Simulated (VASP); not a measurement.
# MgVCl2O (Cm) in VASP: single point with RPBE+D4+U

Aim: the single point of MgVCl2O with RPBE+D4+U.

Program: VASP 6.6.1. These are calculated values, not measurements. Logs are shortened: lines on timing, memory, paths and dates and some standing lists are left out, and cuts for length are marked.

## (1) Starting point

The structure is monoclinic, space group Cm (No. 8). Conventional cell: a = 13.241 Å, b = 3.923 Å, c = 4.318 Å, α = 90.00°, β = 108.86°, γ = 90.00°. V (site symmetry m) has 2 O at 2.16 Å as nearest neighbours. Around Cl (site symmetry m) lie 2 V at 2.54 Å and 2 Mg at 2.75 to 2.80 Å. Cl (site symmetry m) is surrounded by 2 V at 2.58 Å and 2 Mg at 2.65 to 2.66 Å. Around Mg (site symmetry m) lie 2 O at 1.96 Å. O (site symmetry m) is surrounded by 2 Mg at 1.96 Å and 2 V at 2.16 Å.

The cell comes from a database or a generator and needn't be the stable form of this composition.

## (2) Single point, RPBE+D4+U, collinear spin, ferromagnetic start

The input, INCAR:

```
PREC = Accurate ; ENCUT = 520
EDIFF = 1E-7 ; ISMEAR = -5
SIGMA = 0.05 ; LREAL = False
LASPH = True ; NELM = 120
ALGO = Fast ; ISIF = 2
LWAVE = False ; LCHARG = False
ISPIN = 2 ; MAGMOM = 2 0 0 0 0
LORBIT = 11 ; LMAXMIX = 4
LDAU = True ; LDAUTYPE = 2
LDAUL = 2 -1 -1 -1 ; LDAUU = 7 0 0 0
LDAUJ = 0.5 0 0 0 ; LDAUPRINT = 1
GGA = RP ; IVDW = 13
```

The input, KPOINTS:

```
regular mesh
0
Gamma
  7 7 7
```

The input, POSCAR:

```
MgVCl2O
1.0
    6.6203369699     -1.9615760065      0.0000000000
    6.6203369699      1.9615760065      0.0000000000
   -1.3957237544      0.0000000000      4.0863273679
V Cl Mg O
1 2 1 1
Direct
    0.0014305000      0.0014305000      0.9784580000
    0.6302280000      0.6302280000      0.1115470000
    0.3677760000      0.3677760000      0.8464830000
    0.4909220000      0.4909220000      0.4664290000
    0.9960985000      0.9960985000      0.4735920000
```

Potentials or basis: VASP PAW PBE potentials, release 64 (V_sv, Cl, Mg, O).

The run is started by

```bash
cat potpaw_PBE.64/V_sv/POTCAR potpaw_PBE.64/Cl/POTCAR potpaw_PBE.64/Mg/POTCAR potpaw_PBE.64/O/POTCAR > POTCAR
mpirun -np 1 vasp_std > vasp.out
```

OUTCAR:

```text
PREC = Accurate
   ENCUT = 520
   EDIFF = 1E-7
   ISMEAR = -5
   LREAL = False
   LASPH = True
   NELM = 120
   ISIF = 2
   ISPIN = 2
   LORBIT = 11
   GGA = RP
   IVDW = 13

 ion  position               nearest neighbor table
   1  0.001  0.001  0.978-   5 2.16   5 2.16   2 2.54   2 2.54   3 2.58   3 2.58   4 2.91   4 2.91
                             4 2.93   4 2.93
   2  0.630  0.630  0.112-   1 2.54   1 2.54   4 2.75   4 2.80
   3  0.368  0.368  0.846-   1 2.58   1 2.58   4 2.65   4 2.66
   4  0.491  0.491  0.466-   5 1.96   5 1.96   3 2.65   3 2.66   2 2.75   2 2.80   1 2.91   1 2.91
                             1 2.93   1 2.93
   5  0.996  0.996  0.474-   4 1.96   4 1.96   1 2.16   1 2.16

  LATTYP: Found a base centered monoclinic cell.
 ALAT       =    13.2406739398
 B/A-ratio  =     0.2962954930
 C/A-ratio  =     0.3261250072
 COS(beta)  =    -0.3232252480

  Lattice vectors:

 A1 = (   6.6203369699,  -1.9615760065,   0.0000000000)
 A2 = (   6.6203369699,   1.9615760065,   0.0000000000)
 A3 = (  -1.3957237544,   0.0000000000,   4.0863273679)

Analysis of symmetry for initial positions (statically):
=====================================================================
 Subroutine PRICEL returns:
 Original cell was already a primitive cell.

 Routine SETGRP: Setting up the symmetry group for a
 base centered monoclinic supercell.

 Subroutine GETGRP returns: Found  2 space group operations
 (whereof  2 operations were pure point group operations)
 out of a pool of  4 trial point group operations.

The static configuration has the point symmetry C_1h.

Analysis of symmetry for dynamics (positions and initial velocities):
=====================================================================
 Subroutine PRICEL returns:
 Original cell was already a primitive cell.

 Routine SETGRP: Setting up the symmetry group for a
 base centered monoclinic supercell.

 Subroutine GETGRP returns: Found  2 space group operations
 (whereof  2 operations were pure point group operations)
 out of a pool of  4 trial point group operations.

The dynamic configuration has the point symmetry C_1h.

Analysis of structural, dynamic, and magnetic symmetry:
=====================================================================
 Subroutine PRICEL returns:
 Original cell was already a primitive cell.

 Routine SETGRP: Setting up the symmetry group for a
 base centered monoclinic supercell.

 Subroutine GETGRP returns: Found  2 space group operations
 (whereof  2 operations were pure point group operations)
 out of a pool of  4 trial point group operations.

The overall configuration has the point symmetry C_1h.

 Subroutine INISYM returns: Found  2 space group operations
 (whereof  2 operations are pure point group operations),
 and found     1 'primitive' translations

----------------------------------------------------------------------------------------

                                     Primitive cell

  volume of cell :     106.1325

  direct lattice vectors                    reciprocal lattice vectors
     6.620336970 -1.961576007  0.000000000     0.075524857 -0.254897082  0.025796229
     6.620336970  1.961576007  0.000000000     0.075524857  0.254897082  0.025796229
    -1.395723754  0.000000000  4.086327368     0.000000000  0.000000000  0.244718523

  length of vectors
     6.904827443  6.904827443  4.318114885     0.267099180  0.267099180  0.244718523

  position of ions in fractional coordinates (direct lattice)
     0.001430500  0.001430500  0.978458000
     0.630228000  0.630228000  0.111547000
     0.367776000  0.367776000  0.846483000
     0.490922000  0.490922000  0.466429000
     0.996098500  0.996098500  0.473592000

  ion indices of the primitive-cell ions
[... 94 lines left out ...]
   EFERMI =   0.00;   METHOD = LEGACY
   ISMEAR =    -5;   SIGMA  =   0.05  broadening in eV -4-tet -1-fermi 0-gaus
   EFERMI_NEDOS =   21; number of points for ismear=-14 and -15
   IALGO  =     68    algorithm
   IMIX   =      4    mixing-type and parameters
     AMIX     =   0.40;   BMIX     =  1.00
     AMIX_MAG =   1.60;   BMIX_MAG =  1.00
  volume/ion in A,a.u.               =      21.23       143.24
  Fermi-wavevector in a.u.,A,eV,Ry     =   1.131049  2.137373 17.405547  1.279272
  Thomas-Fermi vector in A             =   2.267747
   LORBIT       =     11    0 simple, 1 ext, 2 COOP (PROOUT), +10 PAW based schemes
 LDA+U is selected, type is set to LDAUTYPE =  2
   angular momentum for each species LDAUL =     2   -1   -1   -1
   U (eV)           for each species LDAUU =   7.0  0.0  0.0  0.0
   J (eV)           for each species LDAUJ =   0.5  0.0  0.0  0.0
   GGA     = RP    functional components
   LHFCALC =     F    Hartree Fock is set to
   AEXX    =    0.0000 exact exchange contribution
   IVDW    =    13    specifies the selected vdW correction
   LEPSILON=     F    determine dielectric tensor
   LRPA    =     F    only Hartree local field effects (RPA)
 spin polarized calculation
 RMM-DIIS sequential band-by-band and
 Fermi weights with tetrahedron method with Bloechl corrections
  energy-cutoff  :      520.00
  volume of cell :      106.13
 maximum number of plane-waves:      2878
 NGX is ok and might be reduce to    54
   NGX = 25   NGY = 25   NGZ = 17

atom =   1  type =  1  l = 2

 onsite density matrix

spin component  1

  0.1576 -0.2591  0.0000  0.0000  0.0000
 -0.2591  0.8125  0.0000  0.0000  0.0000
  0.0000  0.0000  0.3402  0.3674 -0.0742
  0.0000  0.0000  0.3674  0.6928  0.0384
  0.0000  0.0000 -0.0742  0.0384  0.8960

spin component  2

  0.0477  0.0105  0.0000  0.0000  0.0000
  0.0105  0.0214  0.0000  0.0000  0.0000
  0.0000  0.0000  0.0613 -0.0265  0.0081
  0.0000  0.0000 -0.0265  0.0322 -0.0078
  0.0000  0.0000  0.0081 -0.0078  0.0113

 occupancies and eigenvectors

  o =  0.0087  v =  0.0000  0.0000  0.0000  0.0000  0.0000  0.0000  0.0000  0.0287  0.3432  0.9388      0.0000  0.0000  0.0000  0.0000  0.0000  0.0000  0.0000  0.0000  0.0000  0.0000
  o =  0.0174  v =  0.0000  0.0000  0.0000  0.0000  0.0000  0.0000  0.0000  0.5316  0.7901 -0.3052      0.0000  0.0000  0.0000  0.0000  0.0000  0.0000  0.0000  0.0000  0.0000  0.0000
  o =  0.0177  v =  0.0000  0.0000  0.0000  0.0000  0.0000  0.3313 -0.9435  0.0000  0.0000  0.0000      0.0000  0.0000  0.0000  0.0000  0.0000  0.0000  0.0000  0.0000  0.0000  0.0000
  o =  0.0514  v =  0.0000  0.0000  0.0000  0.0000  0.0000 -0.9435 -0.3313  0.0000  0.0000  0.0000      0.0000  0.0000  0.0000  0.0000  0.0000  0.0000  0.0000  0.0000  0.0000  0.0000
  o =  0.0675  v = -0.9445 -0.3285  0.0000  0.0000  0.0000  0.0000  0.0000  0.0000  0.0000  0.0000      0.0000  0.0000  0.0000  0.0000  0.0000  0.0000  0.0000  0.0000  0.0000  0.0000
  o =  0.0787  v =  0.0000  0.0000  0.0000  0.0000  0.0000  0.0000  0.0000 -0.8465  0.5078 -0.1598      0.0000  0.0000  0.0000  0.0000  0.0000  0.0000  0.0000  0.0000  0.0000  0.0000
  o =  0.1002  v =  0.0000  0.0000  0.8422 -0.5290  0.1041  0.0000  0.0000  0.0000  0.0000  0.0000      0.0000  0.0000  0.0000  0.0000  0.0000  0.0000  0.0000  0.0000  0.0000  0.0000
  o =  0.9024  v =  0.0000  0.0000 -0.0809 -0.3148 -0.9457  0.0000  0.0000  0.0000  0.0000  0.0000      0.0000  0.0000  0.0000  0.0000  0.0000  0.0000  0.0000  0.0000  0.0000  0.0000
  o =  0.9026  v = -0.3285  0.9445  0.0000  0.0000  0.0000  0.0000  0.0000  0.0000  0.0000  0.0000      0.0000  0.0000  0.0000  0.0000  0.0000  0.0000  0.0000  0.0000  0.0000  0.0000
  o =  0.9263  v =  0.0000  0.0000  0.5330  0.7881 -0.3079  0.0000  0.0000  0.0000  0.0000  0.0000      0.0000  0.0000  0.0000  0.0000  0.0000  0.0000  0.0000  0.0000  0.0000  0.0000

 number of electron      34.9999999 magnetization       2.9999948

 Free energy of the ion-electron system (eV)
  ---------------------------------------------------
  ext. energy  EPLUGINS =         0.00000000
  ---------------------------------------------------
  free energy    TOTEN  =       -23.43229525 eV

  energy without entropy =      -23.43229525  energy(sigma->0) =      -23.43229525

 E-fermi :   1.9805     XC(G=0):  -8.0494

 val. band max:        1.9193928203   @ k =  -0.4286   0.0000   0.4286
 cond. band min:       5.1830003219   @ k =   0.0000   0.0000   0.0000
 fundamental gap:      3.2636075016
 Fermi energy:         1.9805443786

 spin component 1

 k-point     1 :       0.0000    0.0000    0.0000
  band No.  band energies     occupation
      1     -61.8689      1.00000
      2     -35.8255      1.00000
      3     -35.7272      1.00000
      4     -35.5764      1.00000
      5     -15.0184      1.00000
      6     -13.4584      1.00000
[... 1193 lines left out ...]
     21       8.0907      0.00000
     22       8.6573      0.00000

 [... further k-points ...]

------------------------ aborting loop because EDIFF is reached ----------------------------------------

  DFT-D4 for vdW energy calculation

  Edisp (eV):   -1.72797

  FORCE on cell =-STRESS in cart. coord.  units (eV):
  Direction    XX          YY          ZZ          XY          YZ          ZX
  --------------------------------------------------------------------------------------
  -------------------------------------------------------------------------------------
  Total       0.41246     0.95740     0.72538     0.00000     0.00000    -0.15311
  in kB       6.22647    14.45293    10.95035     0.00000     0.00000    -2.31128
  external pressure =       10.54 kB  Pullay stress =        0.00 kB

 VOLUME and BASIS-vectors are now :
 -----------------------------------------------------------------------------
  energy-cutoff  :      520.00
  volume of cell :      106.13
      direct lattice vectors                 reciprocal lattice vectors
     6.620336970 -1.961576007  0.000000000     0.075524857 -0.254897082  0.025796229
     6.620336970  1.961576007  0.000000000     0.075524857  0.254897082  0.025796229
    -1.395723754  0.000000000  4.086327368     0.000000000  0.000000000  0.244718523

 POSITION                                       TOTAL-FORCE (eV/Angst)
 -----------------------------------------------------------------------------------
     -1.34672      0.00000      3.99830        -0.034463      0.000000     -0.004337
      8.18895      0.00000      0.45582         0.283637      0.000000      0.071961
      3.68815      0.00000      3.45901        -0.272970      0.000000     -0.106501
      5.84913      0.00000      1.90598         0.031516      0.000000      0.042193
     12.52801      0.00000      1.93525        -0.007720      0.000000     -0.003316
 -----------------------------------------------------------------------------------
    total drift:                               -0.000165      0.000000     -0.000912

  FREE ENERGIE OF THE ION-ELECTRON SYSTEM (eV)
  ---------------------------------------------------
  free  energy   TOTEN  =       -25.1602609774 eV

  energy  without entropy=      -25.1602609774  energy(sigma->0) =      -25.16026098

 total charge

# of ion       s       p       d       tot
------------------------------------------
    1        2.156   6.118   3.052  11.326
    2        1.601   3.589   0.000   5.190
    3        1.602   3.592   0.000   5.193
    4        0.142   0.150   0.059   0.351
    5        1.546   3.529   0.000   5.076
--------------------------------------------------
tot          7.047  16.977   3.112  27.136

 magnetization (x)

# of ion       s       p       d       tot
------------------------------------------
    1        0.022   0.019   2.713   2.754
    2       -0.000  -0.009   0.000  -0.010
    3       -0.000  -0.011   0.000  -0.011
    4       -0.002   0.001   0.002   0.001
    5       -0.001   0.019   0.000   0.018
--------------------------------------------------
tot          0.019   0.018   2.715   2.752
```

Run time: 12 min. Hardware: 1 thread of AMD EPYC 9R45 (Zen 5), shared host; peak memory 0.63 GiB.

Results:

```
Free energy                                           : -25.1603 eV
Pressure                                              : 1.1 GPa
Largest force                                         : 0.293 eV/Å
Band gap on the k mesh                                : 3.26 eV, indirect (least direct gap 4.47 eV)
Net moment                                            : 3.00 μB per cell
Site moments                                          : V +2.75; Cl -0.01; Mg +0.00; O +0.02 μB
Valence electrons inside the program's atomic spheres : V 11.33; Cl 5.19; Mg 0.35; O 5.08
Dispersion energy per atom                            : -0.346 eV
```

Forces on the atoms (eV/Å):
```
V   -0.034  0.000 -0.004
Cl   0.284  0.000  0.072
Cl  -0.273  0.000 -0.107
Mg   0.032  0.000  0.042
O   -0.008  0.000 -0.003
```

Eigenvalues of the final occupation matrices:
```
    site  spin  trace               eigenvalues
site 1 d     1   2.90  0.07 0.10 0.90 0.90 0.93
site 1 d     2   0.17  0.01 0.02 0.02 0.05 0.08
```

Caveat: the PAW data sets were made with another functional, which shifts forces and pressure a little; an odd mesh through Γ misses points on the zone boundary, where band edges often lie.
